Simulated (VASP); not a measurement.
Energy against volume of ZrB₂ (AlB2 type). All values below come from AM05 GGA, VASP's PBE PAW potentials (set 64) (plane waves; VASP). Settings: 520 eV cut-off, 11×11×9 Γ-centred mesh, first-order Methfessel-Paxton smearing of 0.10 eV, potentials Zr_sv B.

Shape and ions are relaxed at each volume.

| V (Å³/atom) | E (eV/atom) |
|---|---|
| 9.453 | -8.66676 |
| 9.754 | -8.69083 |
| 10.056 | -8.69841 |
| 10.358 | -8.69176 |

Task: Fit these four points and predict the energy of the run at 10.659 Å³/atom.

Result: A cubic in V^(−2/3), the third-order Birch-Murnaghan form, passes through the four points with V0 = 10.06 Å³/atom and B0 = 251 GPa, and gives -8.6729 eV/atom there. The run gave -8.6728 eV/atom, +0.1 meV/atom from the fit; all five points give B0 = 251 GPa.

The compound is ZrB2 in the AlB2 type structure. It was relaxed first.
